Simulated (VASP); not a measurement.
An input for Ansatz (written as the equivalent of a VASP run, and not itself run):

Ansatz 0.2 input:
```yaml
crystal:
  lattice:
    - [-3.1110000, 3.1110000, 3.1110000]
    - [3.1110000, -3.1110000, 3.1110000]
    - [3.1110000, 3.1110000, -3.1110000]
  atoms:
    - { symbol: Cs, position: [0.0000000, 0.0000000, 0.0000000] }
kpoints:
  mp_grid: { grid: [3, 3, 3] }
hamiltonian:
  xc: pbe
  pseudopotentials: { kind: paw }
scf:
  occupations: { method: methfessel_paxton, width: 0.1 }
  max_iter: 100
output: { forces: true, stress: true, eigenvalues: true }
```

Task: Write the VASP files for the same calculation (PBE).

Result: This is not unique; one that fits is 
### POSCAR
```
Cs
5.388410
 -0.5773502759   0.5773502759   0.5773502759
  0.5773502759  -0.5773502759   0.5773502759
  0.5773502759   0.5773502759  -0.5773502759
Cs
1
direct
  0.0000000000   0.0000000000   0.0000000000
```

**INCAR**
```
! general
SYSTEM   =  Cs
PREC     =  Accurate
ENCUT    =  400
LREAL    =  .FALSE.   ! projection in real space or not
LASPH    =  .TRUE.

! electronic loop
EDIFF    =  1E-6   ! SCF stop (eV)
NELM     =  100   ! most electronic steps
ALGO     =  Normal   ! blocked Davidson
LMAXMIX  =  4   ! l cut-off of mixed one-centre charges

! smearing
ISMEAR   =  1   ! Methfessel-Paxton
SIGMA    =  0.1   ! width (eV)

! functional
GGA      =  PE   ! PBE

! ions
ISIF     =  2   ! forces and stress, cell fixed

! output
LWAVE    =  .FALSE.
LCHARG   =  .FALSE.
```

KPOINTS:
```
Automatic mesh
0
Gamma
3 3 3
0 0 0
```

POTCAR, in this order: Cs_sv (PBE.64 set). Program: vasp_std.

The two are equivalent in intent, not identical: each code has its own PAW files, so the cut-off isn't converted (ENCUT is set for VASP's; basis.ecutwfc is left out, and Ansatz then takes the one that its files recommend); Ansatz stops its SCF on the density residual and VASP on the energy change (EDIFF).

The compound is Cs in the bcc structure. The cell was not relaxed at this level. The k-mesh is coarse (spacing up to 0.48 per Å, 2π included), so the numbers may not be converged in it. The run is one of a series of settings (KPOINTS 3×3×3 Γ-centred mesh against the base run), some of them coarse on purpose.
